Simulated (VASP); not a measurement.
A run of VASP 6.6.1:

The input INCAR:

```
SYSTEM = Hf
PREC     = Accurate       ! precision mode
ENCUT    = 520            ! plane-wave cutoff, eV
EDIFF    = 1E-6           ! SCF threshold, eV
ISMEAR   = 0              ! smearing method
SIGMA    = 0.1            ! smearing width, eV
LREAL    = .FALSE.        ! projectors in reciprocal space
LASPH    = .TRUE.         ! aspherical terms in the spheres
NELM     = 80             ! most SCF steps
ALGO     = Normal         ! electronic algorithm
ISIF     = 2              ! what is computed and relaxed
LWAVE    = .FALSE.        ! write WAVECAR
LCHARG   = .TRUE.         ! write CHGCAR
MAGMOM   = 0 0 0 0 0 0    ! initial moments
LORBIT   = 11             ! projections on sites
LSORBIT  = .TRUE.         ! spin-orbit coupling
GGA_COMPAT= .FALSE.      
LMAXMIX  = 4              ! l up to which the mixer works
GGA      = PS             ! functional
LVHAR    = .TRUE.       
NBANDS   = 32             ! bands
```

Contents of KPOINTS:

```
Automatic mesh
0
G
  15 15 8
  0 0 0
```

POSCAR

```
Hf
1.0
    3.1578800000      0.0000000000      0.0000000000
   -1.5789400000      2.7348000000      0.0000000000
    0.0000000000      0.0000000000      4.9880300000
Hf
2
Direct
    0.3333300000      0.6666700000      0.2500000000
    0.6666700000      0.3333300000      0.7500000000
```

Potentials or basis: VASP PAW PBE potentials, release 64 (Hf_pv).

Run with:

```console
$ cat potpaw_PBE.64/Hf_pv/POTCAR > POTCAR
$ mpirun -np 1 vasp_ncl > vasp.out
```

Hardware: 1 thread of Intel(R) Xeon(R) Platinum 8259CL CPU @ 2.50GHz (Skylake/Cascade Lake), on a shared host.

Q: How long does it take, and how much memory?

A: Run time: 11 min on 1 thread of Intel(R) Xeon(R) Platinum 8259CL CPU @ 2.50GHz (Skylake/Cascade Lake), with other jobs on the host, peak memory 0.67 GiB. Counts: scf iterations 13, k points 320.
